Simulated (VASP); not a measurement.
Computed with PBE GGA, VASP's PBE PAW potentials (set 64) (plane waves; VASP 6.6.1).

Input for VASP

File POSCAR:
```
MoS2
1
    1.5916056431    -2.7567415578     0.0000000000
    1.5916056431     2.7567415578     0.0000000000
    0.0000000000     0.0000000000    13.2912910670
Mo S
2 4
Direct
  0.3333330000   0.6666670000   0.2500000000
  0.6666670000   0.3333330000   0.7500000000
  0.3333330000   0.6666670000   0.8675317779
  0.6666670000   0.3333330000   0.3675317779
  0.6666670000   0.3333330000   0.1324682221
  0.3333330000   0.6666670000   0.6324682221
```

**INCAR**
```
! general
SYSTEM  = MoS2
PREC    = Accurate
ENCUT   = 400
LREAL   = F
LASPH   = T
NBANDS  = 93

! electronic loop
EDIFF   = 1E-7
NELM    = 100
ALGO    = Normal
LMAXMIX = 4

! smearing
ISMEAR  = 0
SIGMA   = 0.01

! functional
GGA     = PE

! output
LWAVE   = F
LCHARG  = F
NEDOS   = 1001

! other
LOPTICS = T
CSHIFT  = 0.1
```

**KPOINTS**
```
Automatic mesh
0
Gamma
14 14 3
0 0 0
```

POTCAR, in this order: Mo_sv S (PBE.64 set). Program: vasp_std.

Output of the run:

OSZICAR:
```
       N       E                     dE             d eps       ncg     rms          rms(c)
DAV:   1     0.443216200922E+03    0.44322E+03   -0.20185E+04  9256   0.428E+02
DAV:   2    -0.297215900241E+02   -0.47294E+03   -0.45030E+03 10313   0.174E+02
DAV:   3    -0.465975184580E+02   -0.16876E+02   -0.16651E+02 10576   0.333E+01
DAV:   4    -0.467141425312E+02   -0.11662E+00   -0.11659E+00 10400   0.282E+00
DAV:   5    -0.467153247183E+02   -0.11822E-02   -0.11822E-02 10371   0.269E-01    0.336E+01
DAV:   6    -0.445423047237E+02    0.21730E+01   -0.25717E+00 10172   0.857E+00    0.127E+01
DAV:   7    -0.441295431993E+02    0.41276E+00   -0.16539E+00  9655   0.540E+00    0.914E+00
DAV:   8    -0.437092327096E+02    0.42031E+00   -0.32959E-01  9741   0.282E+00    0.194E+00
DAV:   9    -0.436915194985E+02    0.17713E-01   -0.50945E-02 10045   0.708E-01    0.562E-01
DAV:  10    -0.436918234267E+02   -0.30393E-03   -0.12314E-03 10100   0.977E-02    0.300E-01
DAV:  11    -0.436920696475E+02   -0.24622E-03   -0.38853E-04 10016   0.546E-02    0.543E-02
DAV:  12    -0.436920783800E+02   -0.87325E-05   -0.44946E-05 10323   0.202E-02    0.406E-02
DAV:  13    -0.436920893854E+02   -0.11005E-04   -0.91484E-06  9875   0.799E-03    0.158E-02
DAV:  14    -0.436920912442E+02   -0.18588E-05   -0.17320E-06  9848   0.310E-03    0.629E-03
DAV:  15    -0.436920913686E+02   -0.12438E-06   -0.12480E-07  9824   0.980E-04    0.376E-03
DAV:  16    -0.436920914966E+02   -0.12804E-06   -0.47755E-08  9088   0.596E-04    0.795E-04
DAV:  17    -0.436920914926E+02    0.40609E-08   -0.77371E-09  8664   0.241E-04
   1 F= -.43692091E+02 E0= -.43692091E+02  d E =-.896643E-16
 imaginary and real dielectric function
```

### OUTCAR
```
------------------------ aborting loop because EDIFF is reached ----------------------------------------
  FORCE on cell =-STRESS in cart. coord.  units (eV):
  Direction    XX          YY          ZZ          XY          YZ          ZX
  --------------------------------------------------------------------------------------
  Total       -0.0386103     -0.0386103      0.1177154      0.0000000      0.0000000     -0.0000000
  in kB       -0.5303771     -0.5303770      1.6170194      0.0000000      0.0000000     -0.0000000
  external PRESSURE =       0.1854218 kB  Pullay stress =       0.0000000 kB
  volume of cell :      116.63
      direct lattice vectors                 reciprocal lattice vectors
     1.591605643 -2.756741558  0.000000000     0.314148170 -0.181373549  0.000000000
     1.591605643  2.756741558  0.000000000     0.314148170  0.181373549  0.000000000
     0.000000000  0.000000000 13.291291067     0.000000000  0.000000000  0.075237236
 POSITION                                       TOTAL-FORCE (eV/Angst)
 -----------------------------------------------------------------------------------
      1.59161      0.91892      3.32282        -0.000000     -0.000000      0.000000
      1.59161     -0.91892      9.96847         0.000000      0.000000      0.000000
      1.59161      0.91892     11.53062        -0.000000     -0.000000     -0.012409
      1.59161     -0.91892      4.88497         0.000000      0.000000     -0.012409
      1.59161     -0.91892      1.76067         0.000000      0.000000      0.012409
      1.59161      0.91892      8.40632         0.000000     -0.000000      0.012409
 -----------------------------------------------------------------------------------
    total drift:                               -0.000235      0.001651     -0.000031
  FREE ENERGIE OF THE ION-ELECTRON SYSTEM (eV)
  ---------------------------------------------------
  free  energy   TOTEN  =       -43.6920914926 eV

  energy  without entropy=      -43.6920914926  energy(sigma->0) =      -43.69209149

 plasma frequency squared (from intraband transitions) (eV^2)
  --------------------------------------------------------------------------------------
       0.000       0.000      -0.000
       0.000       0.000       0.000
       0.000      -0.000       0.000

 plasma frequency squared (from interband transitions, int dw w eps(2)(w)) (eV^2)
  --------------------------------------------------------------------------------------
     499.994       0.000       0.000      -0.000       0.000      -0.000
      -0.000       0.000     499.994       0.000       0.000      -0.000
       0.000       0.000       0.000       0.000     502.525       0.000
```
(Selected blocks of OUTCAR.)

The dielectric response may not be converged in the k-mesh; for small gaps it tends to come out too large. Without a dispersion term in the relaxation, distances and binding between the weakly bound layers, chains or molecules are unreliable, and so is what depends on them.

The compound is MoS2 in the 2H layered structure. It was relaxed first, which changed the volume by +10 %.
